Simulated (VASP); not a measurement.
Calculation: TPSS meta-GGA, VASP's PBE PAW potentials (set 64) (plane waves; VASP 6.6.1).

Input for VASP

INCAR:
```
NELM = 100
LMIXTAU = .TRUE.
LASPH = .TRUE.   ! aspherical one-centre terms
ISIF = 4
LWAVE = .FALSE.
EDIFFG = -0.01   ! ionic stop
LREAL = .FALSE.
METAGGA = TPSS
ENCUT = 520   ! plane-wave cut-off (eV)
LCHARG = .FALSE.
PREC = Accurate
ALGO = Normal
ISMEAR = 0   ! Gaussian
LMAXMIX = 6   ! l cut-off of mixed one-centre charges
IBRION = 2   ! conjugate gradients
SIGMA = 0.05
EDIFF = 1E-7
NSW = 30
SYSTEM = PtSe2
```

**POSCAR**
```
PtSe2
1.0
  1.9167071830  -3.3198344783   0.0000000000
  1.9167071830   3.3198344783   0.0000000000
  0.0000000000   0.0000000000   5.5114291268
Pt Se
1 2
direct
  0.0000000000   0.0000000000   0.0000000000
  0.3333330000   0.6666670000   0.2409791877
  0.6666670000   0.3333330000   0.7590208123
```

**KPOINTS**
```
Automatic mesh
0
Gamma
7 7 4
0 0 0
```

POTCAR, in this order: Pt Se (PBE.64 set). Program: vasp_std.

Output

**OUTCAR**
```
 ion  position               nearest neighbor table
   1  0.000  0.000  0.000-   2 2.58   3 2.58   3 2.58   2 2.58   3 2.58   2 2.58
   2  0.333  0.667  0.241-   1 2.58   1 2.58   1 2.58
   3  0.667  0.333  0.759-   1 2.58   1 2.58   1 2.58
  LATTYP: Found a hexagonal cell.
 ALAT       =     3.8334145861
 C/A-ratio  =     1.4377336453
 Subroutine PRICEL returns:
 Original cell was already a primitive cell.
 Subroutine GETGRP returns: Found 12 space group operations
The static configuration has the point symmetry D_3d.
The dynamic configuration has the point symmetry D_3d.
 Subroutine INISYM returns: Found 12 space group operations
 Subroutine IBZKPT returns following result:
 Found     28 irreducible k-points:

 Following reciprocal coordinates:
            Coordinates               Weight
  0.000000  0.000000  0.000000      1.000000
  0.142857  0.000000  0.000000      6.000000
  0.285714  0.000000  0.000000      6.000000
  0.428571  0.000000  0.000000      6.000000
  0.142857  0.142857  0.000000      6.000000
  0.285714  0.142857  0.000000     12.000000
  0.428571  0.142857  0.000000      6.000000
...
```

File OSZICAR:
```
...
DAV:   5    -0.325913355476E+02   -0.52524E-03   -0.52522E-03  1092   0.536E-01    0.120E+01
DAV:   6    -0.300604919525E+02    0.25308E+01   -0.13590E+01   868   0.402E+01    0.795E+00
DAV:   7    -0.308312732606E+02   -0.77078E+00   -0.31564E+00   896   0.192E+01    0.271E+00
DAV:   8    -0.309197496902E+02   -0.88476E-01   -0.16739E-01   854   0.367E+00    0.117E+00
DAV:   9    -0.309368902186E+02   -0.17141E-01   -0.29131E-02   987   0.167E+00    0.229E-01
DAV:  10    -0.309402621361E+02   -0.33719E-02   -0.41319E-03   959   0.712E-01    0.844E-02
DAV:  11    -0.309398926483E+02    0.36949E-03   -0.14642E-03   910   0.484E-01    0.656E-02
DAV:  12    -0.309409912612E+02   -0.10986E-02   -0.10583E-03   840   0.395E-01    0.179E-02
DAV:  13    -0.309412067923E+02   -0.21553E-03   -0.12372E-04  1064   0.146E-01    0.104E-02
DAV:  14    -0.309412036400E+02    0.31524E-05   -0.31785E-05   994   0.464E-02    0.471E-03
DAV:  15    -0.309412139904E+02   -0.10350E-04   -0.11901E-05   938   0.356E-02    0.282E-03
DAV:  16    -0.309412168819E+02   -0.28914E-05   -0.61696E-06   980   0.320E-02    0.162E-03
DAV:  17    -0.309412188544E+02   -0.19726E-05   -0.28012E-06   931   0.189E-02    0.854E-04
DAV:  18    -0.309412195040E+02   -0.64959E-06   -0.28380E-07  1057   0.608E-03    0.395E-04
DAV:  19    -0.309412195521E+02   -0.48016E-07   -0.70122E-08   686   0.326E-03
   1 F= -.30941220E+02 E0= -.30940949E+02  d E =-.309412E+02
       N       E                     dE             d eps       ncg     rms          rms(c)
DAV:   1    -0.309761120288E+02   -0.34893E-01   -0.27721E+00   840   0.105E+01    0.836E-01
DAV:   2    -0.309802330256E+02   -0.41210E-02   -0.10405E-01   973   0.223E+00    0.346E-01
DAV:   3    -0.309792884149E+02    0.94461E-03   -0.43678E-03  1022   0.583E-01    0.192E-01
DAV:   4    -0.309790467179E+02    0.24170E-03   -0.23225E-03   911   0.364E-01    0.667E-02
DAV:   5    -0.309791471030E+02   -0.10039E-03   -0.31030E-04   924   0.176E-01    0.374E-02
DAV:   6    -0.309791569866E+02   -0.98836E-05   -0.63801E-05   987   0.723E-02    0.992E-03
DAV:   7    -0.309791633877E+02   -0.64011E-05   -0.17970E-05   980   0.430E-02    0.467E-03
DAV:   8    -0.309791713438E+02   -0.79561E-05   -0.80984E-06   945   0.283E-02    0.225E-03
DAV:   9    -0.309791725157E+02   -0.11719E-05   -0.15435E-06  1050   0.116E-02    0.117E-03
DAV:  10    -0.309791729369E+02   -0.42117E-06   -0.43695E-07  1029   0.558E-03    0.677E-04
DAV:  11    -0.309791730737E+02   -0.13684E-06   -0.33917E-07   931   0.515E-03    0.237E-04
DAV:  12    -0.309791731373E+02   -0.63592E-07   -0.50036E-08   791   0.198E-03
   2 F= -.30979173E+02 E0= -.30978947E+02  d E =-.379536E-01
       N       E                     dE             d eps       ncg     rms          rms(c)
DAV:   1    -0.309997625890E+02   -0.20590E-01   -0.10516E+01   840   0.205E+01    0.178E+00
DAV:   2    -0.310154177360E+02   -0.15655E-01   -0.39385E-01   973   0.441E+00    0.736E-01
DAV:   3    -0.310114423825E+02    0.39754E-02   -0.16477E-02  1057   0.113E+00    0.391E-01
DAV:   4    -0.310102501323E+02    0.11923E-02   -0.93837E-03   946   0.705E-01    0.122E-01
DAV:   5    -0.310107702324E+02   -0.52010E-03   -0.11877E-03   931   0.328E-01    0.684E-02
DAV:   6    -0.310108125563E+02   -0.42324E-04   -0.26454E-04  1015   0.148E-01    0.210E-02
DAV:   7    -0.310108441219E+02   -0.31566E-04   -0.62651E-05  1029   0.833E-02    0.899E-03
DAV:   8    -0.310108740512E+02   -0.29929E-04   -0.28827E-05   917   0.544E-02    0.378E-03
DAV:   9    -0.310108804020E+02   -0.63507E-05   -0.96748E-06  1064   0.291E-02    0.259E-03
DAV:  10    -0.310108833365E+02   -0.29345E-05   -0.25857E-06  1036   0.138E-02    0.124E-03
DAV:  11    -0.310108840444E+02   -0.70789E-06   -0.12563E-06   889   0.105E-02    0.544E-04
DAV:  12    -0.310108842001E+02   -0.15577E-06   -0.20947E-07   987   0.392E-03    0.290E-04
DAV:  13    -0.310108842187E+02   -0.18600E-07   -0.42721E-08   701   0.176E-03
   3 F= -.31010884E+02 E0= -.31010884E+02  d E =-.696647E-01
       N       E                     dE             d eps       ncg     rms          rms(c)
DAV:   1    -0.310463572265E+02   -0.35473E-01   -0.15136E+00   847   0.875E+00    0.860E-01
DAV:   2    -0.310215178270E+02    0.24839E-01   -0.71375E-02   875   0.230E+00    0.434E-01
DAV:   3    -0.310192514118E+02    0.22664E-02   -0.12544E-02  1008   0.104E+00    0.221E-01
DAV:   4    -0.310182886413E+02    0.96277E-03   -0.45459E-03   931   0.514E-01    0.947E-02
DAV:   5    -0.310183830257E+02   -0.94384E-04   -0.43186E-04   966   0.175E-01    0.400E-02
DAV:   6    -0.310183830208E+02    0.48392E-08   -0.13202E-04  1001   0.109E-01    0.152E-02
DAV:   7    -0.310184463270E+02   -0.63306E-04   -0.42771E-05   952   0.670E-02    0.669E-03
DAV:   8    -0.310184585933E+02   -0.12266E-04   -0.12206E-05  1050   0.341E-02    0.330E-03
DAV:   9    -0.310184622461E+02   -0.36528E-05   -0.52699E-06  1008   0.209E-02    0.174E-03
DAV:  10    -0.310184635567E+02   -0.13106E-05   -0.88187E-07  1085   0.894E-03    0.734E-04
DAV:  11    -0.310184637014E+02   -0.14467E-06   -0.11220E-06   973   0.830E-03    0.404E-04
DAV:  12    -0.310184639664E+02   -0.26499E-06   -0.10405E-07   834   0.324E-03    0.282E-04
DAV:  13    -0.310184639733E+02   -0.69629E-08   -0.16837E-08   672   0.118E-03
   4 F= -.31018464E+02 E0= -.31018464E+02  d E =-.757975E-02
       N       E                     dE             d eps       ncg     rms          rms(c)
DAV:   1    -0.310343360991E+02   -0.15872E-01   -0.77884E-01   854   0.628E+00    0.612E-01
DAV:   2    -0.310216283902E+02    0.12708E-01   -0.36361E-02   896   0.165E+00    0.309E-01
DAV:   3    -0.310204715054E+02    0.11569E-02   -0.63541E-03  1008   0.745E-01    0.158E-01
DAV:   4    -0.310199817143E+02    0.48979E-03   -0.22929E-03   952   0.365E-01    0.682E-02
DAV:   5    -0.310200304421E+02   -0.48728E-04   -0.22235E-04   994   0.125E-01    0.285E-02
DAV:   6    -0.310200306312E+02   -0.18914E-06   -0.68400E-05   987   0.787E-02    0.109E-02
DAV:   7    -0.310200634198E+02   -0.32789E-04   -0.22117E-05   959   0.482E-02    0.475E-03
DAV:   8    -0.310200698139E+02   -0.63941E-05   -0.63025E-06  1036   0.246E-02    0.235E-03
DAV:   9    -0.310200716526E+02   -0.18387E-05   -0.27139E-06  1008   0.150E-02    0.125E-03
DAV:  10    -0.310200723393E+02   -0.68668E-06   -0.47110E-07  1064   0.649E-03    0.524E-04
DAV:  11    -0.310200724000E+02   -0.60670E-07   -0.56201E-07   987   0.590E-03
   5 F= -.31020072E+02 E0= -.31020072E+02  d E =-.918818E-02
       N       E                     dE             d eps       ncg     rms          rms(c)
DAV:   1    -0.310201015841E+02   -0.29245E-04   -0.17575E-03   861   0.298E-01    0.286E-02
DAV:   2    -0.310200730542E+02    0.28530E-04   -0.79920E-05   924   0.769E-02    0.145E-02
DAV:   3    -0.310200703407E+02    0.27135E-05   -0.14311E-05  1008   0.351E-02    0.753E-03
DAV:   4    -0.310200692155E+02    0.11252E-05   -0.50186E-06   973   0.172E-02    0.322E-03
DAV:   5    -0.310200693699E+02   -0.15449E-06   -0.48644E-07   959   0.584E-03    0.136E-03
DAV:   6    -0.310200693998E+02   -0.29876E-07   -0.14276E-07   743   0.368E-03
   6 F= -.31020069E+02 E0= -.31020069E+02  d E =-.918518E-02
       N       E                     dE             d eps       ncg     rms          rms(c)
DAV:   1    -0.310201247089E+02   -0.55339E-04   -0.13553E-02   840   0.717E-01    0.603E-02
DAV:   2    -0.310201469398E+02   -0.22231E-04   -0.50183E-04   994   0.153E-01    0.268E-02
DAV:   3    -0.310201417823E+02    0.51575E-05   -0.18755E-05  1064   0.376E-02    0.143E-02
DAV:   4    -0.310201398170E+02    0.19653E-05   -0.92985E-06   945   0.219E-02    0.388E-03
DAV:   5    -0.310201402335E+02   -0.41649E-06   -0.14246E-06   896   0.111E-02    0.244E-03
DAV:   6    -0.310201400987E+02    0.13475E-06   -0.33711E-07   873   0.551E-03    0.744E-04
DAV:   7    -0.310201401705E+02   -0.71834E-07   -0.86397E-08   770   0.305E-03
   7 F= -.31020140E+02 E0= -.31020140E+02  d E =-.707707E-04
```

**OUTCAR**
```
------------------------ aborting loop because EDIFF is reached ----------------------------------------
  FORCE on cell =-STRESS in cart. coord.  units (eV):
  Direction    XX          YY          ZZ          XY          YZ          ZX
  --------------------------------------------------------------------------------------
  Total        0.1134081      0.1134081      0.1243881      0.0000000     -0.0000000     -0.0000000
  in kB        2.5905266      2.5905268      2.8413377      0.0000000     -0.0000000     -0.0000000
  external PRESSURE =       2.6741304 kB  Pullay stress =       0.0000000 kB
  volume of cell :       70.14
      direct lattice vectors                 reciprocal lattice vectors
     1.868682373 -3.236652983  0.000000000     0.267568211 -0.154480571 -0.000000000
     1.868682373  3.236652983 -0.000000000     0.267568211  0.154480571 -0.000000000
     0.000000000  0.000000000  5.798354988    -0.000000000  0.000000000  0.172462707
 POSITION                                       TOTAL-FORCE (eV/Angst)
 -----------------------------------------------------------------------------------
      0.00000     -0.00000      5.79835        -0.000000     -0.000000      0.000000
      1.86868      1.07889      1.31183         0.000000      0.000000      0.007685
      1.86868     -1.07889      4.48652        -0.000000     -0.000000     -0.007685
 -----------------------------------------------------------------------------------
    total drift:                               -0.000000      0.000000      0.000000
  FREE ENERGIE OF THE ION-ELECTRON SYSTEM (eV)
  ---------------------------------------------------
  free  energy   TOTEN  =       -31.0201401705 eV

  energy  without entropy=      -31.0201401705  energy(sigma->0) =      -31.02014017

 reached required accuracy - stopping structural energy minimisation
```
(Selected blocks of OUTCAR.)

CONTCAR:
```
PtSe2
   1.00000000000000
     1.8686823732130078   -3.2366529833805071    0.0000000000000000
     1.8686823732130078    3.2366529833805071   -0.0000000000000000
     0.0000000000000000    0.0000000000000000    5.7983549877400655
  Pt              Se
     1     2
Direct
     0.0000000000000000    0.0000000000000000    1.0000000000000000
     0.3333330000000032    0.6666669999999968    0.2262422645543149
     0.6666669999999968    0.3333330000000032    0.7737577354456852
```

Without a dispersion term in the relaxation, distances and binding between the weakly bound layers, chains or molecules are unreliable, and so is what depends on them.

The compound is PtSe2 in the 1T layered structure. This cell is one point of a volume scan, at 1.06 of the reference volume. Symmetry was kept, so distortions that lower it aren't found.
